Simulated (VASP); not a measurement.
Output of a VASP run:

File OSZICAR:
```
       N       E                     dE             d eps       ncg     rms          rms(c)
DAV:   1     0.270920657551E+03    0.27092E+03   -0.15753E+04  6840   0.203E+03
DAV:   2     0.146647572919E+02   -0.25626E+03   -0.23979E+03  7100   0.402E+02
DAV:   3    -0.183566203844E+02   -0.33021E+02   -0.31384E+02  7764   0.161E+02
DAV:   4    -0.194863198224E+02   -0.11297E+01   -0.11216E+01  7704   0.322E+01
DAV:   5    -0.195197134307E+02   -0.33394E-01   -0.33373E-01  8080   0.517E+00    0.203E+01
DAV:   6    -0.170008957965E+02    0.25188E+01   -0.62388E+01 10132   0.117E+02    0.266E+01
DAV:   7    -0.138640236177E+02    0.31369E+01   -0.13205E+01  9776   0.106E+02    0.786E+00
DAV:   8    -0.141646422608E+02   -0.30062E+00   -0.28188E+00  8024   0.184E+01    0.501E+00
DAV:   9    -0.141629827577E+02    0.16595E-02   -0.85956E-01 11636   0.212E+01    0.340E+00
DAV:  10    -0.141420060218E+02    0.20977E-01   -0.20267E-01  9404   0.100E+01    0.153E+00
DAV:  11    -0.141260312180E+02    0.15975E-01   -0.13567E-01 11172   0.709E+00    0.226E-01
DAV:  12    -0.141275165063E+02   -0.14853E-02   -0.17813E-02  7016   0.150E+00    0.158E-01
DAV:  13    -0.141275060505E+02    0.10456E-04   -0.20637E-03  7896   0.375E-01    0.799E-02
DAV:  14    -0.141276104672E+02   -0.10442E-03   -0.47067E-04  7392   0.537E-01    0.562E-02
DAV:  15    -0.141276013906E+02    0.90766E-05   -0.80232E-05  6940   0.119E-01    0.278E-02
DAV:  16    -0.141275833059E+02    0.18085E-04   -0.45286E-05  9092   0.114E-01    0.394E-03
DAV:  17    -0.141275841356E+02   -0.82973E-06   -0.21719E-06  7600   0.167E-02    0.176E-03
DAV:  18    -0.141275836473E+02    0.48834E-06   -0.15804E-07  4252   0.513E-03    0.166E-03
DAV:  19    -0.141275832546E+02    0.39267E-06   -0.10170E-07  3952   0.559E-03    0.734E-04
DAV:  20    -0.141275830279E+02    0.22668E-06   -0.45874E-08  3480   0.258E-03    0.253E-04
DAV:  21    -0.141275830455E+02   -0.17593E-07   -0.98917E-09  3444   0.112E-03
   1 F= -.14127583E+02 E0= -.14127583E+02  d E =-.141276E+02  mag=    -0.0000
```

**OUTCAR**
```
------------------------ aborting loop because EDIFF is reached ----------------------------------------
  FORCE on cell =-STRESS in cart. coord.  units (eV):
  Direction    XX          YY          ZZ          XY          YZ          ZX
  --------------------------------------------------------------------------------------
  Total       -2.1551810     -2.1551810     -2.1551810      0.0016782      0.0016782      0.0016782
  in kB      -82.5769627    -82.5769627    -82.5769627      0.0643002      0.0643002      0.0643002
  external PRESSURE =     -82.5769627 kB  Pullay stress =       0.0000000 kB
  volume of cell :       41.82
      direct lattice vectors                 reciprocal lattice vectors
     4.369531237  2.181203344  2.181203344     0.342820645 -0.114149265 -0.114149265
     2.181203344  4.369531237  2.181203344    -0.114149265  0.342820645 -0.114149265
     2.181203344  2.181203344  4.369531237    -0.114149265 -0.114149265  0.342820645
 POSITION                                       TOTAL-FORCE (eV/Angst)
 -----------------------------------------------------------------------------------
      0.00000      0.00000      0.00000         0.000000     -0.000000     -0.000000
      4.36597      4.36597      4.36597        -0.000000      0.000000      0.000000
      2.18298      2.18298      2.18298         0.000000      0.000000     -0.000000
      6.54895      6.54895      6.54895        -0.000000     -0.000000      0.000000
 -----------------------------------------------------------------------------------
    total drift:                                0.000000     -0.000000     -0.000000
  FREE ENERGIE OF THE ION-ELECTRON SYSTEM (eV)
  ---------------------------------------------------
  free  energy   TOTEN  =       -14.1275830455 eV

  energy  without entropy=      -14.1275830455  energy(sigma->0) =      -14.12758305

 total charge

# of ion       s       p       d       tot
------------------------------------------
    1        0.293   0.303   8.220   8.815
    2        0.293   0.303   8.220   8.815
    3        1.560   3.380   0.000   4.940
    4        1.560   3.380   0.000   4.940
--------------------------------------------------
tot          3.706   7.365  16.439  27.510

 magnetization (x)

# of ion       s       p       d       tot
------------------------------------------
    1       -0.007  -0.009   1.415   1.400
    2        0.007   0.009  -1.415  -1.400
    3        0.000   0.000   0.000   0.000
    4        0.000   0.000   0.000   0.000
--------------------------------------------------
tot          0.000   0.000   0.000   0.000

 reached required accuracy - stopping structural energy minimisation
```
(Selected blocks of OUTCAR.)

File POSCAR:
```
NiO
1
    4.3695312365     2.1812033437     2.1812033437
    2.1812033437     4.3695312365     2.1812033437
    2.1812033437     2.1812033437     4.3695312365
Ni O
2 2
Direct
  0.0000000000   0.0000000000   0.0000000000
  0.5000000000   0.5000000000   0.5000000000
  0.2500000000   0.2500000000   0.2500000000
  0.7500000000   0.7500000000   0.7500000000
```

**Question.** Reconstruct the remaining input files.

**Answer.** One answer among several that fit: the input of the run itself, vdW-DF2, plane waves, VASP's PBE PAW potentials (set 64).

### INCAR
```
AGGAC = 0.0
ALGO = Normal
EDIFF = 1E-7
EDIFFG = -0.01
ENCUT = 520
GGA = ML
IBRION = 2
ISIF = 4
ISMEAR = 0
ISPIN = 2
LASPH = .True.
LCHARG = .False.
LMAXMIX = 4
LORBIT = 10
LREAL = .False.
LUSE_VDW = .True.
LWAVE = .False.
MAGMOM = 1.4 -1.4 0.0 0.0
NELM = 100
NSW = 30
PREC = Accurate
SIGMA = 0.05
SYSTEM = NiO
ZAB_VDW = -1.8867
```

KPOINTS:
```
kpoints
0
G
9 9 9
0 0 0
```

POTCAR, in this order: Ni O (PBE.64 set). Program: vasp_std.

The compound is NiO in the rock salt, AFM-II order structure. This cell is one point of a volume scan, at 1.06 of the reference volume.
